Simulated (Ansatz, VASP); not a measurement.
**Two plane-wave programs on ScTaN**

```xyz
6
Lattice="3.0851 0.0000 0.0000 -1.5425 2.6717 0.0000 0.0000 0.0000 10.3401" Properties=species:S:1:pos:R:3 pbc="T T T"
Ta    0.0000    1.7812    2.5399
Ta    1.5425    0.8906    7.8003
Sc    0.0000    0.0000    0.0000
Sc    0.0000    0.0000    5.1701
N     0.0000    1.7812    6.5126
N     1.5425    0.8906    3.8275
```

The cell comes from a database or a generator and needn't be the stable form of this composition.

Alike in both runs: task single point; functional PBE; k mesh 10 × 10 × 3; occupations fermi-dirac, width 0.05 eV; no spin polarisation.

|  | VASP | Ansatz |
| --- | --- | --- |
| version | VASP 6.6.1 | Ansatz 0.2.0 |
| potentials or method | VASP PAW PBE potentials, release 64 (Ta_pv, Sc_sv, N) | Ansatz PAW |
| plane-wave cutoff (eV) | 520 | 420 |
| valence electrons in the cell | 54 | 58 |

```csv
,VASP,Ansatz,Ansatz less VASP
gap on the k mesh at the Fermi level (eV),none,none,-
pressure (GPa),-0.1,-0.5,-0.47
largest component of the traceless stress (GPa),0.29,0.31,+0.024
rms of the force components (eV/Å),0.004,0.012,+0.0080
```

Atom by atom the forces differ by 0.014 eV/Å (rms over components). A gap of «none» marks a metal or a gap that the smearing closes. The two sets of potentials don't hold the same shells in valence.

The runs have no spin-orbit coupling, so splittings on Ta are missing.
